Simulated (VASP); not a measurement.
VASP ran on this input.

**KPOINTS**
```
Automatic mesh
0
Gamma
8 8 8
0 0 0
```

### POSCAR
```
MgS
1.0
  0.0000000000   2.5957103933   2.5957103933
  2.5957103933   0.0000000000   2.5957103933
  2.5957103933   2.5957103933   0.0000000000
Mg S
1 1
Direct
  1.0000000000   0.0000000000   0.0000000000
  0.5000000000   0.5000000000   0.5000000000
```

### INCAR
```
# general
SYSTEM =MgS
PREC   =Accurate
ENCUT  =480   # plane-wave cut-off (eV)
LREAL  =F   # projection in real space or not
LASPH  =T   # aspherical one-centre terms

# electronic loop
EDIFF  =1E-7   # SCF stop (eV)
NELM   =100   # most electronic steps
ALGO   =Normal   # blocked Davidson
LMIXTAU=T

# smearing
ISMEAR =0   # Gaussian
SIGMA  =0.05   # width (eV)

# functional
METAGGA=R2SCAN

# ions
IBRION =2
NSW    =40
ISIF   =3
EDIFFG =-0.01
PSTRESS=100

# output
LWAVE  =F
LCHARG =F
```

POTCAR, in this order: Mg S (PBE.64 set). Program: vasp_std.

### Question
Translate this r2SCAN calculation to Ansatz.

### Answer
One equivalent input (not run):
Ansatz 0.2 input:
```yaml
crystal:
  lattice:
    - [0.0000000, 2.5957104, 2.5957104]
    - [2.5957104, 0.0000000, 2.5957104]
    - [2.5957104, 2.5957104, 0.0000000]
  atoms:
    - { symbol: Mg, position: [1.0000000, 0.0000000, 0.0000000] }
    - { symbol: S, position: [0.5000000, 0.5000000, 0.5000000] }
kpoints:
  mp_grid: { grid: [8, 8, 8] }
hamiltonian:
  xc: r2scan
  pseudopotentials: { kind: paw }
scf:
  occupations: { method: gaussian, width: 0.05 }
  max_iter: 100
relax:
  max_steps: 40
  f_tol: 0.01
  cell: { p_target: 10 }
output: { forces: true, stress: true, eigenvalues: true }
```
What does not carry over: each code has its own PAW files, so the cut-off isn't converted (ENCUT is set for VASP's; basis.ecutwfc is left out, and Ansatz then takes the one that its files recommend); Ansatz stops its SCF on the density residual and VASP on the energy change (EDIFF).

The compound is MgS in the rock salt structure. This run relaxes it under an external pressure of 10 GPa. Symmetry was kept, so distortions that lower it aren't found.
